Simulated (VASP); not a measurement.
OSZICAR of a VASP run on Rb (bcc):

OSZICAR:
```
       N       E                     dE             d eps       ncg     rms          rms(c)
DAV:   1     0.332713221665E+02    0.33271E+02   -0.33369E+03   464   0.799E+02
DAV:   2    -0.140075424418E+02   -0.47279E+02   -0.46416E+02   504   0.139E+02
DAV:   3    -0.169183441932E+02   -0.29108E+01   -0.29099E+01   648   0.414E+01
DAV:   4    -0.170245927539E+02   -0.10625E+00   -0.10618E+00   784   0.622E+00
DAV:   5    -0.170253264363E+02   -0.73368E-03   -0.73368E-03   736   0.432E-01    0.984E-01
DAV:   6    -0.145007972613E+02    0.25245E+01   -0.12422E+00   464   0.588E+00    0.809E-01
DAV:   7    -0.136201683313E+02    0.88063E+00   -0.24530E-01   464   0.514E+00    0.635E-01
DAV:   8    -0.140394619178E+02   -0.41929E+00   -0.94584E-02   464   0.360E+00    0.413E-01
DAV:   9    -0.136638583911E+02    0.37560E+00   -0.55144E-02   464   0.257E+00    0.125E-01
DAV:  10    -0.139087370940E+02   -0.24488E+00   -0.25667E-01   512   0.482E+00    0.112E-01
DAV:  11    -0.139095881987E+02   -0.85110E-03   -0.45306E-03   800   0.560E-01    0.123E-01
DAV:  12    -0.139154409429E+02   -0.58527E-02   -0.29718E-04   600   0.216E-01    0.122E-01
DAV:  13    -0.139164963110E+02   -0.10554E-02   -0.15805E-04   672   0.178E-01    0.128E-01
DAV:  14    -0.139231684229E+02   -0.66721E-02   -0.63483E-03   472   0.116E+00    0.158E-01
DAV:  15    -0.139247736884E+02   -0.16053E-02   -0.67635E-04   632   0.313E-01    0.147E-01
DAV:  16    -0.139086557176E+02    0.16118E-01   -0.30882E-02   464   0.231E+00    0.801E-02
DAV:  17    -0.139089942234E+02   -0.33851E-03   -0.14870E-03   576   0.444E-01    0.110E-01
DAV:  18    -0.139096056744E+02   -0.61145E-03   -0.19402E-04   600   0.179E-01    0.959E-02
DAV:  19    -0.139091406056E+02    0.46507E-03   -0.29399E-04   464   0.196E-01    0.595E-02
DAV:  20    -0.139101723243E+02   -0.10317E-02   -0.27767E-03   464   0.732E-01    0.345E-02
DAV:  21    -0.139107551168E+02   -0.58279E-03   -0.32056E-04   464   0.218E-01    0.252E-02
DAV:  22    -0.139099700698E+02    0.78505E-03   -0.45964E-04   464   0.221E-01    0.234E-02
DAV:  23    -0.139101593492E+02   -0.18928E-03   -0.59198E-05   480   0.670E-02    0.242E-02
DAV:  24    -0.139101436661E+02    0.15683E-04   -0.16371E-06   688   0.160E-02    0.244E-02
DAV:  25    -0.139099460505E+02    0.19762E-03   -0.10616E-04   464   0.135E-01    0.257E-02
DAV:  26    -0.139098690275E+02    0.77023E-04   -0.83828E-05   464   0.942E-02    0.185E-02
DAV:  27    -0.139098620359E+02    0.69915E-05   -0.19632E-05   480   0.569E-02    0.164E-02
DAV:  28    -0.139098630703E+02   -0.10343E-05   -0.15914E-05   536   0.507E-02    0.103E-02
DAV:  29    -0.139098812539E+02   -0.18184E-04   -0.46155E-05   464   0.616E-02    0.752E-03
DAV:  30    -0.139098794990E+02    0.17549E-05   -0.14194E-06   512   0.143E-02    0.500E-03
DAV:  31    -0.139098736737E+02    0.58253E-05   -0.23112E-06   472   0.157E-02    0.288E-03
DAV:  32    -0.139098712110E+02    0.24627E-05   -0.12409E-06   496   0.114E-02    0.176E-03
DAV:  33    -0.139098706442E+02    0.56677E-06   -0.46827E-07   464   0.817E-03
   1 F= -.13909871E+02 E0= -.13909494E+02  d E =-.139099E+02
       N       E                     dE             d eps       ncg     rms          rms(c)
DAV:   1    -0.139178832827E+02   -0.80121E-02   -0.20083E-01   464   0.345E+00    0.402E-01
DAV:   2    -0.139124333874E+02    0.54499E-02   -0.15506E-02   464   0.106E+00    0.202E-01
DAV:   3    -0.139094402619E+02    0.29931E-02   -0.86673E-03   464   0.108E+00    0.123E-02
DAV:   4    -0.139109927732E+02   -0.15525E-02   -0.36706E-03   464   0.852E-01    0.258E-02
DAV:   5    -0.139108186722E+02    0.17410E-03   -0.48077E-04   464   0.252E-01    0.122E-02
DAV:   6    -0.139108878181E+02   -0.69146E-04   -0.32235E-04   464   0.221E-01    0.116E-02
DAV:   7    -0.139108327408E+02    0.55077E-04   -0.37566E-04   464   0.216E-01    0.819E-03
DAV:   8    -0.139108705477E+02   -0.37807E-04   -0.60761E-05   464   0.985E-02    0.480E-03
DAV:   9    -0.139108629119E+02    0.76358E-05   -0.36120E-05   464   0.777E-02    0.130E-03
DAV:  10    -0.139108607138E+02    0.21981E-05   -0.28396E-06   552   0.221E-02    0.540E-04
DAV:  11    -0.139108607566E+02   -0.42795E-07   -0.24723E-07   536   0.629E-03
   2 F= -.13910861E+02 E0= -.13910489E+02  d E =-.990112E-03
       N       E                     dE             d eps       ncg     rms          rms(c)
DAV:   1    -0.139344748030E+02   -0.23614E-01   -0.64975E-01   464   0.620E+00    0.722E-01
DAV:   2    -0.139170633752E+02    0.17411E-01   -0.50341E-02   464   0.191E+00    0.364E-01
DAV:   3    -0.139085051723E+02    0.85582E-02   -0.26376E-02   464   0.184E+00    0.215E-02
DAV:   4    -0.139123847213E+02   -0.38795E-02   -0.11370E-02   464   0.150E+00    0.466E-02
DAV:   5    -0.139118252477E+02    0.55947E-03   -0.20944E-03   464   0.555E-01    0.206E-02
DAV:   6    -0.139119543834E+02   -0.12914E-03   -0.11462E-03   464   0.413E-01    0.208E-02
DAV:   7    -0.139118430317E+02    0.11135E-03   -0.12812E-03   464   0.402E-01    0.159E-02
DAV:   8    -0.139119440952E+02   -0.10106E-03   -0.12793E-04   496   0.148E-01    0.944E-03
DAV:   9    -0.139119587543E+02   -0.14659E-04   -0.20446E-04   464   0.183E-01    0.156E-03
DAV:  10    -0.139119600288E+02   -0.12745E-05   -0.14829E-05   512   0.556E-02    0.586E-04
DAV:  11    -0.139119599195E+02    0.10934E-06   -0.72436E-07   664   0.107E-02
   3 F= -.13911960E+02 E0= -.13911596E+02  d E =-.208928E-02
       N       E                     dE             d eps       ncg     rms          rms(c)
DAV:   1    -0.139978651027E+02   -0.85905E-01   -0.25336E+00   464   0.122E+01    0.142E+00
DAV:   2    -0.139316321176E+02    0.66233E-01   -0.19668E-01   464   0.371E+00    0.718E-01
DAV:   3    -0.139006766452E+02    0.30955E-01   -0.10431E-01   464   0.367E+00    0.418E-02
DAV:   4    -0.139130577269E+02   -0.12381E-01   -0.45943E-02   464   0.307E+00    0.935E-02
DAV:   5    -0.139115606918E+02    0.14970E-02   -0.10618E-02   464   0.124E+00    0.391E-02
DAV:   6    -0.139114459891E+02    0.11470E-03   -0.59776E-03   464   0.100E+00    0.446E-02
DAV:   7    -0.139106379680E+02    0.80802E-03   -0.48306E-03   464   0.778E-01    0.356E-02
DAV:   8    -0.139116586820E+02   -0.10207E-02   -0.70666E-04   480   0.388E-01    0.174E-02
DAV:   9    -0.139116536268E+02    0.50551E-05   -0.81111E-04   464   0.353E-01    0.241E-03
DAV:  10    -0.139116713534E+02   -0.17727E-04   -0.63759E-05   512   0.122E-01    0.202E-03
DAV:  11    -0.139116706227E+02    0.73071E-06   -0.17933E-06   728   0.131E-02
   4 F= -.13911671E+02 E0= -.13911316E+02  d E =-.179998E-02
       N       E                     dE             d eps       ncg     rms          rms(c)
DAV:   1    -0.139441891529E+02   -0.32518E-01   -0.86995E-01   464   0.720E+00    0.843E-01
DAV:   2    -0.139190872793E+02    0.25102E-01   -0.64595E-02   464   0.219E+00    0.422E-01
DAV:   3    -0.139059089946E+02    0.13178E-01   -0.35141E-02   464   0.199E+00    0.254E-02
DAV:   4    -0.139122216850E+02   -0.63127E-02   -0.14170E-02   464   0.159E+00    0.508E-02
DAV:   5    -0.139120484145E+02    0.17327E-03   -0.18050E-03   464   0.500E-01    0.250E-02
DAV:   6    -0.139120569899E+02   -0.85754E-05   -0.99905E-04   464   0.356E-01    0.230E-02
DAV:   7    -0.139121387282E+02   -0.81738E-04   -0.14661E-03   464   0.444E-01    0.150E-02
DAV:   8    -0.139121994599E+02   -0.60732E-04   -0.20619E-04   480   0.155E-01    0.110E-02
DAV:   9    -0.139122258843E+02   -0.26424E-04   -0.17711E-04   472   0.181E-01    0.286E-03
DAV:  10    -0.139122263228E+02   -0.43850E-06   -0.18568E-05   480   0.512E-02    0.904E-04
DAV:  11    -0.139122261824E+02    0.14042E-06   -0.47240E-07   744   0.717E-03
   5 F= -.13912226E+02 E0= -.13911868E+02  d E =-.235554E-02
```

Question: Which electronic solver shows in the log?

Answer: It is blocked Davidson (ALGO = Normal, or the opening steps of other solvers). The INCAR had ALGO = Normal.

Question: Can the final energy be trusted as converged?

Answer: The calculation finished and met its thresholds. It stopped with EDIFF = 1E-6, NELM = 100, NSW = 60 and EDIFFG = -0.01 after 5 ionic steps (r2SCAN meta-GGA, plane waves, VASP's PBE PAW potentials (set 64)). Energy and stress use the plane-wave basis of the starting cell.

The compound is Rb in the bcc structure. This run relaxes it. Symmetry was kept, so distortions that lower it aren't found.
